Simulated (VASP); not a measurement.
VASP ran on this input.

### POSCAR
```
ZnO
1
    1.6234729096    -2.8119380006     0.0000000000
    1.6234729096     2.8119380006    -0.0000000000
    0.0000000000     0.0000000000     5.2097935430
Zn O
2 2
Direct
  0.6666670000   0.3333330000   0.5002958915
  0.3333330000   0.6666670000   0.0002958915
  0.6666670000   0.3333330000   0.8817041085
  0.3333330000   0.6666670000   0.3817041085
```

INCAR:
```
ALGO=Normal
EDIFF=1E-8
EDIFFG=-0.001
ENCUT=520
IBRION=1
ISIF=2
ISMEAR=0
LASPH=T
LCHARG=F
LMAXMIX=4
LMIXTAU=T
LREAL=F
LWAVE=F
METAGGA=R2SCAN
NELM=100
NSW=30
PREC=Accurate
SIGMA=0.05
SYSTEM=ZnO
```

KPOINTS:
```
kpoints
0
Gamma
7 7 4
```

POTCAR, in this order: Zn O (PBE.64 set). Program: vasp_std.

Task: Translate this r2SCAN calculation to Ansatz.

Result: One equivalent input (not run):
Ansatz 0.2 input:
```yaml
crystal:
  lattice:
    - [1.6234729, -2.8119380, 0.0000000]
    - [1.6234729, 2.8119380, 0.0000000]
    - [0.0000000, 0.0000000, 5.2097935]
  atoms:
    - { symbol: Zn, position: [0.6666670, 0.3333330, 0.5002959] }
    - { symbol: Zn, position: [0.3333330, 0.6666670, 0.0002959] }
    - { symbol: O, position: [0.6666670, 0.3333330, 0.8817041] }
    - { symbol: O, position: [0.3333330, 0.6666670, 0.3817041] }
kpoints:
  mp_grid: { grid: [7, 7, 4] }
hamiltonian:
  xc: r2scan
  pseudopotentials: { kind: paw }
scf:
  occupations: { method: gaussian, width: 0.05 }
  max_iter: 100
relax:
  max_steps: 30
  f_tol: 0.001
output: { forces: true, stress: true, eigenvalues: true }
```
What does not carry over: each code has its own PAW files, so the cut-off isn't converted (ENCUT is set for VASP's; basis.ecutwfc is left out, and Ansatz then takes the one that its files recommend); Ansatz stops its SCF on the density residual and VASP on the energy change (EDIFF).

The compound is ZnO in the wurtzite structure. This run relaxes the ions in a fixed cell. Symmetry was kept, so distortions that lower it aren't found. The start is the result of an earlier pass.
